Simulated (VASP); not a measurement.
Write the native input for VASP 6.6.1 that does the following.

| Quantity | Value |
| --- | --- |
| Task | density of states |
| Functional | PBE |
| Potentials or basis | VASP PAW PBE potentials, release 64 (Be, Zn, O) |
| Cutoff | 520 eV |
| k mesh | 10 × 10 × 4 |
| Occupations | gaussian, width 0.03 eV |
| Spin | no spin polarisation |
| k mesh for the DOS | 15 × 15 × 6 |
| Occupations for the DOS | tetrahedron |
| Further INCAR settings | ALGO = Normal; EDIFF = 1e-06; NBANDS = 26 |

The system is Be2ZnO3.

```
Be Zn O
1.0
     2.87301    0.00000    0.00000
    -1.43651    2.48810    0.00000
     0.00000    0.00000    7.26844
Be Zn O
2 1 3
Direct
  0.33333 0.66667 0.36142
  0.66667 0.33333 0.66077
  0.00000 0.00000 0.01583
  0.33333 0.66667 0.58418
  0.66667 0.33333 0.88079
  0.00000 0.00000 0.28709
```

The cell was built by a generator and needn't be a form met in nature.

One way to write it, as run:

POSCAR

```
Be2ZnO3                                 
1.0
    2.8730141721      0.0000000000      0.0000000000
   -1.4365070860      2.4881032572      0.0000000000
    0.0000000000     -0.0000000000      7.2684411512
  Be              Zn              O             
     2     1     3
Direct
     0.3333333300000021    0.6666666699999979    0.3614248593352191
     0.6666666699999979    0.3333333300000021    0.6607716112059594
     0.0000000000000000    0.0000000000000000    0.0158273881704353
     0.3333333300000021    0.6666666699999979    0.5841833811695312
     0.6666666699999979    0.3333333300000021    0.8807876085973602
     0.0000000000000000    0.0000000000000000    0.2870946315214866
```

INCAR.step1

```
  ALGO = Normal
  EDIFF = 1E-6
  ENCUT = 520
  GGA = PE
  ISIF = 2
  ISMEAR = 0
  KPAR = 2
  LASPH = T
  LCHARG = T
  LREAL = F
  LWAVE = F
  NBANDS = 26
  NELM = 100
  PREC = Accurate
  SIGMA = 0.03
```

KPOINTS.step1

```
k-points
0
Gamma
  10 10 4
```

INCAR.step2

```
  ALGO = Normal
  EDIFF = 1E-6
  ENCUT = 520
  GGA = PE
  ICHARG = 11
  ISIF = 2
  ISMEAR = -5
  KPAR = 2
  LASPH = T
  LCHARG = F
  LORBIT = 11
  LREAL = F
  LWAVE = F
  NBANDS = 26
  NEDOS = 1001
  NELM = 100
  PREC = Accurate
  SIGMA = 0.03
```

KPOINTS.step2

```
k-points
0
Gamma
  15 15 6
```

Potentials or basis: VASP PAW PBE potentials, release 64 (Be, Zn, O).

Command:

```sh
$ cat potpaw_PBE.64/Be/POTCAR potpaw_PBE.64/Zn/POTCAR potpaw_PBE.64/O/POTCAR > POTCAR
$ cp INCAR.step1 INCAR
$ cp KPOINTS.step1 KPOINTS
$ mpirun -np 2 vasp_std > vasp.out
$ cp INCAR.step2 INCAR
$ cp KPOINTS.step2 KPOINTS
$ mpirun -np 2 vasp_std > vasp.out
```

Results of the run:

| Property | Result |
| --- | --- |
| Valence electrons inside the program's atomic spheres | Be 1.09, 1.08; Zn 10.99; O 5.13, 5.12, 5.07 |

Wall time 37 s on 2 MPI ranks on Intel(R) Xeon(R) 6975P-C (Granite Rapids), with other jobs on the host, peak memory 0.29 GiB a rank.
